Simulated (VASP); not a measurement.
# ZnCd2SeS2 in VASP: a series of runs, part 3 of 3

VASP 6.6.1.

## 6. Relaxation of cell and atoms, PBE

This run uses another cell than the first one, of 21.89 Å³/atom, 0.870 times its volume.

File INCAR:

```
ALGO = Fast ; EDIFF = 1E-4
EDIFFG = -0.08 ; ENCUT = 520
GGA = PE ; IBRION = 2
ISIF = 3 ; ISMEAR = 0
LASPH = T ; LCHARG = F
LREAL = F ; LWAVE = F
NELM = 60 ; NSW = 24
PREC = Normal ; SIGMA = 0.15
```

File KPOINTS:

```
k-points
0
Gamma
  4 4 2
```

File POSCAR:

```
ZnCd2SeS2
1.0
    3.9560000000      0.0000000000      0.0000000000
   -1.9780000000      3.4259965000      0.0000000000
    0.0000000000      0.0000000000      9.6910000000
Zn Cd Se S
1 2 1 2
Direct
    0.0000000000      0.0000000000      0.0000000000
    0.3333333300      0.6666666700      0.3333300000
    0.6666666700      0.3333333300      0.6666700000
    0.3333333300      0.6666666700      0.5833300000
    0.6666666700      0.3333333300      0.9166700000
    0.0000000000      0.0000000000      0.2500000000
```

Potentials or basis: VASP PAW PBE potentials, release 64 (Zn, Cd, Se, S).

Started as:

```sh
> cat potpaw_PBE.64/Zn/POTCAR potpaw_PBE.64/Cd/POTCAR potpaw_PBE.64/Se/POTCAR potpaw_PBE.64/S/POTCAR > POTCAR
> mpirun -np 1 vasp_std > vasp.out
```

OUTCAR:

```text
EDIFF = 1E-4
   EDIFFG = -0.08
   ENCUT = 520
   GGA = PE
   IBRION = 2
   ISIF = 3
   ISMEAR = 0
   LASPH = T
   LREAL = F
   NELM = 60
   NSW = 24
   PREC = Normal

 ion  position               nearest neighbor table
   1  0.000  0.000  0.000-   5 2.42   5 2.42   5 2.42   6 2.42
   2  0.333  0.667  0.333-   6 2.42   6 2.42   6 2.42   4 2.42
   3  0.667  0.333  0.667-   4 2.42   4 2.42   4 2.42   5 2.42
   4  0.333  0.667  0.583-   3 2.42   3 2.42   3 2.42   2 2.42
   5  0.667  0.333  0.917-   1 2.42   1 2.42   1 2.42   3 2.42
   6  0.000  0.000  0.250-   2 2.42   2 2.42   2 2.42   1 2.42

  LATTYP: Found a hexagonal cell.
 ALAT       =     3.9560000000
 C/A-ratio  =     2.4496966633

  Lattice vectors:

 A1 = (   3.9560000000,   0.0000000000,   0.0000000000)
 A2 = (  -1.9780000000,   3.4259965000,   0.0000000000)
 A3 = (   0.0000000000,   0.0000000000,   9.6910000000)

Analysis of symmetry for initial positions (statically):
=====================================================================
 Subroutine PRICEL returns:
 Original cell was already a primitive cell.

 Routine SETGRP: Setting up the symmetry group for a
 hexagonal supercell.

 Subroutine GETGRP returns: Found  6 space group operations
 (whereof  6 operations were pure point group operations)
 out of a pool of 24 trial point group operations.

The static configuration has the point symmetry C_3v.

Analysis of symmetry for dynamics (positions and initial velocities):
=====================================================================
 Subroutine PRICEL returns:
 Original cell was already a primitive cell.

 Routine SETGRP: Setting up the symmetry group for a
 hexagonal supercell.

 Subroutine GETGRP returns: Found  6 space group operations
 (whereof  6 operations were pure point group operations)
 out of a pool of 24 trial point group operations.

The dynamic configuration has the point symmetry C_3v.

 Subroutine INISYM returns: Found  6 space group operations
 (whereof  6 operations are pure point group operations),
 and found     1 'primitive' translations

----------------------------------------------------------------------------------------

                                     Primitive cell

  volume of cell :     131.3445

  direct lattice vectors                    reciprocal lattice vectors
     3.956000000  0.000000000  0.000000000     0.252780586  0.145942940  0.000000000
    -1.978000000  3.425996500  0.000000000     0.000000000  0.291885879  0.000000000
     0.000000000  0.000000000  9.691000000     0.000000000  0.000000000  0.103188525

  length of vectors
     3.956000000  3.956000002  9.691000000     0.291885879  0.291885879  0.103188525

  position of ions in fractional coordinates (direct lattice)
     0.000000000  0.000000000  0.000000000
     0.333333330  0.666666670  0.333330000
     0.666666670  0.333333330  0.666670000
     0.333333330  0.666666670  0.583330000
     0.666666670  0.333333330  0.916670000
     0.000000000  0.000000000  0.250000000

  ion indices of the primitive-cell ions
   primitive index   ion index
                 1           1
                 2           2
                 3           3
                 4           4
                 5           5
                 6           6

----------------------------------------------------------------------------------------

 KPOINTS: k-points

Automatic generation of k-mesh.
 Grid dimensions read from file:
 generate k-points for:    4    4    2

 Generating k-lattice:

  Cartesian coordinates                     Fractional coordinates (reciprocal lattice)
     0.063195147  0.036485735  0.000000000     0.250000000  0.000000000  0.000000000
     0.000000000  0.072971470  0.000000000     0.000000000  0.250000000  0.000000000
     0.000000000  0.000000000  0.051594263     0.000000000  0.000000000  0.500000000

  Length of vectors
     0.072971470  0.072971470  0.051594263

  Shift w.r.t. Gamma in fractional coordinates (k-lattice)
     0.000000000  0.000000000  0.000000000

 Subroutine IBZKPT returns following result:
 ===========================================

 Found      8 irreducible k-points:

 Following reciprocal coordinates:
            Coordinates               Weight
  0.000000  0.000000  0.000000      1.000000
  0.250000  0.000000  0.000000      6.000000
  0.500000  0.000000  0.000000      3.000000
  0.250000  0.250000  0.000000      6.000000
  0.000000  0.000000  0.500000      1.000000
  0.250000  0.000000  0.500000      6.000000
  0.500000  0.000000  0.500000      3.000000
  0.250000  0.250000  0.500000      6.000000
   k-points           NKPTS =      8   k-points in BZ     NKDIM =      8   number of bands    NBANDS=     32
   number of dos      NEDOS =    301   number of ions     NIONS =      6
   total plane-waves  NPLWV =  31104
   dimension x,y,z NGX =    24 NGY =   24 NGZ =   54
   dimension x,y,z NGXF=    48 NGYF=   48 NGZF=  108
   ions per type =               1   2   1   2
   NGX,Y,Z   is equivalent  to a cutoff of  10.09, 10.09,  9.26 a.u.
   NGXF,Y,Z  is equivalent  to a cutoff of  20.17, 20.17, 18.53 a.u.
 SYSTEM =  unknown system
   PREC   = normal    normal or accurate (medium, high low for compatibility)
   ISTART =      0    job   : 0-new  1-cont  2-samecut
   ICHARG =      2    charge: 1-file 2-atom 10-const
   ISPIN  =      1    spin polarized calculation?
   LNONCOLLINEAR =      F non collinear calculations
   LSORBIT =      F    spin-orbit coupling
   LASPH  =      T    aspherical Exc in radial PAW
   ENCUT  =  520.0 eV  38.22 Ry    6.18 a.u.   7.36  7.36 18.02*2*pi/ulx,y,z
   NELM   =     60;   NELMIN=  2; NELMDL= -5     # of ELM steps
   EDIFF  = 0.1E-03   stopping-criterion for ELM
   LREAL  =      F    real-space projection
   EDIFFG = -.8E-01   stopping-criterion for IOM
   NSW    =     24    number of steps for IOM
   IBRION =      2    ionic relax: 0-MD 1-quasi-New 2-CG
   NFREE  =      1    steps in history (QN), initial steepest desc. (CG)
   ISIF   =      3    stress and relaxation
   ISYM   =      2    0-nonsym 1-usesym 2-fastsym
   POTIM  = 0.5000    time-step for ionic-motion
   TEBEG  =    0.0;   TEEND  =   0.0 temperature during run
   PSTRESS=    0.0 pullay stress
   NELECT =      54.0000    total number of electrons
   NUPDOWN=      -1.0000    fix difference up-down
   EMIN   =  10.00;   EMAX   =-10.00  energy-range for DOS
   EFERMI =   0.00;   METHOD = LEGACY
   ISMEAR =     0;   SIGMA  =   0.15  broadening in eV -4-tet -1-fermi 0-gaus
   EFERMI_NEDOS =   21; number of points for ismear=-14 and -15
   IALGO  =     68    algorithm
   IMIX   =      4    mixing-type and parameters
     AMIX     =   0.40;   BMIX     =  1.00
     AMIX_MAG =   1.60;   BMIX_MAG =  1.00
  volume/ion in A,a.u.               =      21.89       147.73
  Fermi-wavevector in a.u.,A,eV,Ry     =   1.217313  2.300387 20.161796  1.481850
  Thomas-Fermi vector in A             =   2.352637
   LORBIT       =      0    0 simple, 1 ext, 2 COOP (PROOUT), +10 PAW based schemes
   GGA     = PE    functional components
   LHFCALC =     F    Hartree Fock is set to
   AEXX    =    0.0000 exact exchange contribution
   IVDW    =     0    specifies the selected vdW correction
   LEPSILON=     F    determine dielectric tensor
   LRPA    =     F    only Hartree local field effects (RPA)
 conjugate gradient relaxation of ions
 non-spin polarized calculation
 RMM-DIIS sequential band-by-band and
 Gauss-broadening in eV      SIGMA  =   0.15
  energy-cutoff  :      520.00
  volume of cell :      131.34
 maximum number of plane-waves:      3595
   NGX = 15   NGY = 15   NGZ = 37

--------------------------------------- Ionic step        1  -------------------------------------------

 number of electron      54.0000026 magnetization

 Free energy of the ion-electron system (eV)
  ---------------------------------------------------
  ext. energy  EPLUGINS =         0.00000000
  ---------------------------------------------------
  free energy    TOTEN  =       -16.99186946 eV

  energy without entropy =      -16.99186946  energy(sigma->0) =      -16.99186946

------------------------ aborting loop because EDIFF is reached ----------------------------------------

  FORCE on cell =-STRESS in cart. coord.  units (eV):
  Direction    XX          YY          ZZ          XY          YZ          ZX
  --------------------------------------------------------------------------------------
  -------------------------------------------------------------------------------------
  Total       10.6289635     10.6289635     10.1030989      0.0000000      0.0000000      0.0000000
  in kB      129.6551306    129.6551308    123.2404837      0.0000000      0.0000000      0.0000000
  external PRESSURE =     127.5169150 kB  Pullay stress =       0.0000000 kB
[... 265 lines left out ...]
  energy  without entropy=      -18.1433182312  energy(sigma->0) =      -18.14335503

--------------------------------------- Ionic step        8  -------------------------------------------

 number of electron      54.0000079 magnetization

 Free energy of the ion-electron system (eV)
  ---------------------------------------------------
  ext. energy  EPLUGINS =         0.00000000
  ---------------------------------------------------
  free energy    TOTEN  =       -18.14533809 eV

  energy without entropy =      -18.14524986  energy(sigma->0) =      -18.14529398

 E-fermi :   1.6756     XC(G=0):  -8.9843

 val. band max:        1.3407947335   @ k =   0.0000   0.0000   0.0000
 cond. band min:       1.9809601580   @ k =   0.0000   0.0000   0.0000
 fundamental gap:      0.6401654245
 Fermi energy:         1.6755979767

 k-point     1 :       0.0000    0.0000    0.0000
  band No.  band energies     occupation
      1     -11.3986      2.00000
      2     -10.9723      2.00000
      3     -10.9157      2.00000
      4      -6.6762      2.00000
      5      -6.6762      2.00000
      6      -6.5357      2.00000
[... 302 lines left out ...]
  FREE ENERGIE OF THE ION-ELECTRON SYSTEM (eV)
  ---------------------------------------------------
  free  energy   TOTEN  =       -18.1453380932 eV

  energy  without entropy=      -18.1452498642  energy(sigma->0) =      -18.14529398

 reached required accuracy - stopping structural energy minimisation
```

CONTCAR:

```text
ZnCd2SeS2
   1.00000000000000
     4.1489336599397211    0.0000000000000000    0.0000000000000000
    -2.0744668299698605    3.5930819511216310   -0.0000000000000000
    -0.0000000000000000   -0.0000000000000000   10.1948424088162515
  Zn              Cd              Se              S
     1     2     1     2
Direct
     0.0000000000000000    0.0000000000000000    0.0003946928007224
     0.3333333300000021    0.6666666699999979    0.3173107917422666
     0.6666666699999979    0.3333333300000021    0.6861186032743368
     0.3333333300000021    0.6666666699999979    0.5788691778942766
     0.6666666699999979    0.3333333300000021    0.9368008028030614
     1.0000000000000000    1.0000000000000000    0.2305059314853361

  0.00000000E+00  0.00000000E+00  0.00000000E+00
  0.00000000E+00  0.00000000E+00  0.00000000E+00
  0.00000000E+00  0.00000000E+00  0.00000000E+00
  0.00000000E+00  0.00000000E+00  0.00000000E+00
  0.00000000E+00  0.00000000E+00  0.00000000E+00
  0.00000000E+00  0.00000000E+00  0.00000000E+00
```

It took 79 s on 1 thread of Intel Xeon Platinum 8488C (Sapphire Rapids), shared host; peak memory 0.2 GiB.

Results:

* Free energy: -18.1453 eV
* Relaxed volume: 25.33 Å³/atom
* Relaxed cell: a = 4.149 Å, b = 4.149 Å, c = 10.195 Å, α = 90.00°, β = 90.00°, γ = 120.00°
* Space group after relaxing (to 0.05 Å): P3m1 (No. 156)
* Energy gained by relaxing: 192.2 meV/atom
* Ionic steps: 8
* Pressure after relaxing: 0.1 GPa
* Largest force after relaxing: 0.049 eV/Å
* Band gap on the k mesh: 0.64 eV, direct

Forces in eV/Å, atoms in the order of the input:
```
Zn   0.000  0.000  0.032
Cd   0.000  0.000  0.029
Cd   0.000  0.000 -0.049
Se   0.000  0.000 -0.008
S    0.000  0.000  0.002
S    0.000  0.000 -0.006
```

Stress tensor (GPa, compression positive):
```
0.09 0.00 0.00
0.00 0.09 0.00
0.00 0.00 0.25
```

Step by step:
```csv
step,energy change (eV),largest force (eV/Å),pressure (GPa),volume (Å³)
1,0.0000,1.5975,12.75,131.34
2,-0.8276,0.4841,-3.92,167.32
3,-0.9598,0.7179,-0.63,155.87
4,-1.0311,0.5503,-0.40,154.72
5,-1.1283,0.3595,0.42,151.28
6,-1.1513,0.1084,-0.10,152.56
7,-1.1515,0.1264,-0.11,152.47
8,-1.1535,0.0489,0.14,151.98
```

Final structure:
```yaml
crystal:
  lattice:
    - [4.14893, 0.00000, 0.00000]
    - [-2.07447, 3.59308, 0.00000]
    - [0.00000, 0.00000, 10.19484]
  atoms:
    - { symbol: Zn, position: [0.00000, 0.00000, 0.00039] }
    - { symbol: Cd, position: [0.33333, 0.66667, 0.31731] }
    - { symbol: Cd, position: [0.66667, 0.33333, 0.68612] }
    - { symbol: Se, position: [0.33333, 0.66667, 0.57887] }
    - { symbol: S, position: [0.66667, 0.33333, 0.93680] }
    - { symbol: S, position: [0.00000, 0.00000, 0.23051] }
```

Caveat: the k mesh is coarse (spacing up to 0.46 Å⁻¹), so the values aren't converged; the volume moved by over 15 % at a fixed basis, so the end points are rough; the relaxation stopped at a loose force limit of 0.08 eV/Å, so its end isn't a converged minimum. PBE gaps usually lie below the measured ones, often by a third to a half.

## 7. Overview

| k mesh | gap on the mesh (eV) | pressure (GPa) | relaxed volume (Å³/atom) | largest force (eV/Å) |
| --- | --- | --- | --- | --- |
| 3 × 3 × 2 | none | 0.2 | 22.90 | 0.08 |
| 4 × 4 × 4 | none | 0.1 | 38.86 | 0.05 |
| 4 × 4 × 2 | 0.64 | 0.1 | 25.33 | 0.05 |

Alike in all rows: task relaxation of cell and atoms; level PBE; potentials or basis VASP PAW PBE potentials, release 64 (Zn, Cd, Se, S); no spin polarisation; cell relaxed; cutoff (eV) 520; smearing gaussian 0.15 eV; the mesh is coarse, so values aren't converged.

Caveats: all runs use coarse meshes; the relaxation stopped at a loose force limit of 0.08 eV/Å, so its end isn't a converged minimum; the volume moved by over 15 % at a fixed basis, so the end points are rough (some runs).

Total energies depend on the potentials used, so only differences within one code and one set of settings carry meaning.
